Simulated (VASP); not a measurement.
Input for VASP

**POSCAR**
```
K2Te
1
    5.2559690200     0.0000006074     0.0000000000
   -2.6279834276     4.5518019750    -0.0000000000
    0.0000000000     0.0000000000     4.5861443327
Te K
1 2
Direct
  0.0000000000   0.0000000000   0.0000000000
  0.3333330000   0.6666670000   0.3209997756
  0.6666670000   0.3333330000   0.6790002244
```

**KPOINTS**
```
Automatic mesh
0
Gamma
4 4 4
0 0 0
```

INCAR:
```
ISMEAR = 0
ISIF = 3   # ions, shape and volume
NELM = 100   # most electronic steps
EDIFFG = -0.01
ALGO = Normal
EDIFF = 1E-7
PSTRESS = 10
LREAL = .FALSE.   # projection in real space or not
LASPH = .TRUE.   # aspherical one-centre terms
NSW = 40
SYSTEM = K2Te
GGA = PS
ENCUT = 480
LCHARG = .FALSE.
SIGMA = 0.05   # width (eV)
PREC = Accurate
LMAXMIX = 4   # l cut-off of mixed one-centre charges
LWAVE = .FALSE.
IBRION = 2
```

POTCAR, in this order: Te K_sv (PBE.64 set). Program: vasp_std.

Q: Translate this PBEsol calculation to Quantum ESPRESSO's pw.x.

A: One equivalent input (not run):
```
&CONTROL
  calculation = 'vc-relax'
  pseudo_dir = './pseudo'
  outdir = './out'
  tprnfor = .true.
  tstress = .true.
  nstep = 40
  forc_conv_thr = 0.00039
/
&SYSTEM
  ibrav = 0
  nat = 3
  ntyp = 2
  ecutwfc = 82.3
  occupations = 'smearing'
  smearing = 'gaussian'
  degauss = 0.003675
  input_dft = 'pbesol'
/
&ELECTRONS
  conv_thr = 7.3e-09
  electron_maxstep = 100
/
&IONS
/
&CELL
  press = 10
/
ATOMIC_SPECIES
  Te 127.600 Te.upf
  K 39.098 K.upf
CELL_PARAMETERS angstrom
     5.2559690    0.0000006    0.0000000
    -2.6279834    4.5518020   -0.0000000
     0.0000000    0.0000000    4.5861443
ATOMIC_POSITIONS crystal
  Te   0.0000000  0.0000000  0.0000000
  K    0.3333330  0.6666670  0.3209998
  K    0.6666670  0.3333330  0.6790002
K_POINTS automatic
  4 4 4 0 0 0
```
What does not carry over: the potentials are each code's own (VASP's PAW set, PseudoDojo norm-conserving files in pw.x), so ENCUT and ecutwfc are chosen apart and not converted; conv_thr bounds pw.x's estimated SCF error, while EDIFF bounds the energy change between steps; forc_conv_thr acts on force components and is met together with etot_conv_thr.

The structure was generated: K2Te was put into the CdI2 type (P-3m1), which need not be its known phase. It was relaxed first under an external pressure of 1 GPa.
